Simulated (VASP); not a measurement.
## K₄Br₂Cl₂ (ordered alloy cell): computed properties

Level of theory: PBEsol GGA, VASP's PBE PAW potentials (set 64) (plane waves; VASP 6.6.1).

| Quantity | Value |
|---|---|
| space group | R-3m (166) |
| cell | a = b = 4.5253 Å, c = 44.3423 Å, α = β = 90.00°, γ = 120.00° |
| volume per atom | 32.77 Å³/atom |
| band gap (over mesh and band path) | 4.45 eV |
| smallest direct gap (over mesh and band path) | 4.45 eV |
| band-edge character | direct, Γ to Γ |
| density | 2.45 g/cm³ |

```xyz
8
Lattice="0.0000 3.1999 3.1999 3.1999 0.0000 3.1999 12.8002 12.8002 -0.0006" Properties=species:S:1:pos:R:3 pbc="T T T"
K      3.3040     3.3040     6.2957
K      3.2000     3.2000    -0.0002
K      6.2960     6.2960     0.1038
K      9.6001     9.6001    -0.0005
Cl     3.2524     3.2524     3.1474
Cl     6.3476     6.3476     3.2521
Br     9.5513     9.5513     3.2483
Br    12.8489    12.8489     3.1506
```

The structure was generated: K4Br2Cl2 was put into an ordered model structure (R-3m), which need not be its known phase. It was relaxed first. Symmetry was kept, so distortions that lower it aren't found.
